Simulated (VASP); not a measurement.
Given:

```
Li2S
1.0
    0.00000     2.86000     2.86000
    2.86000     0.00000     2.86000
    2.86000     2.86000     0.00000
Li S
2 1
Cartesian
  1.43000   1.43000   1.43000
  4.29000   4.29000   4.29000
  0.00000   0.00000   0.00000
```
Cell charge +0.5.

These are PBE GGA, VASP's PBE PAW potentials (set 64) (plane waves; VASP 6.6.1) values and carry that method's errors. Settings: NELECT = 11.5, 520 eV cut-off, 7×7×7 Γ-centred mesh, Gaussian smearing of 0.050 eV, potentials Li_sv S.

The cell is charged, with a uniform compensating background.

Task: Give the stress tensor in GPa (positive for a compressed cell).

Result: 
```
-10.08    0.00    0.00
  0.00  -10.08    0.00
  0.00    0.00  -10.08
```
The pressure is its mean diagonal, -10.08 GPa.

The compound is Li2S in the antifluorite structure. The cell was not relaxed at this level. The run is one of a series of settings (NELECT = 11.5 against the base run), some of them coarse on purpose.
